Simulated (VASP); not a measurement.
Consider the following.

```xyz
2
Lattice="3.7242 0.0000 0.0000 0.0000 3.7242 0.0000 0.0000 0.0000 3.7242" Properties=species:S:1:pos:R:3 pbc="T T T"
Cs     0.0000     0.0000     0.0000
H      1.8621     1.8621     1.8621
```

Calculation: PBEsol GGA, VASP's PBE PAW potentials (set 64) (plane waves; VASP). Settings: 400 eV cut-off, 9×9×9 Γ-centred mesh, Gaussian smearing of 0.010 eV, potentials Cs_sv H.

### Question
What does the run give for the energy per atom (σ→0)?

### Answer

The energy per atom (σ→0) is -2.277 eV/atom.

Only differences to runs with the same potentials and settings are physical.

The structure comes from a computed database's CsH entry (Pm-3m); how it stands against other phases isn't given here. It was relaxed first, which changed the volume by -7 %.
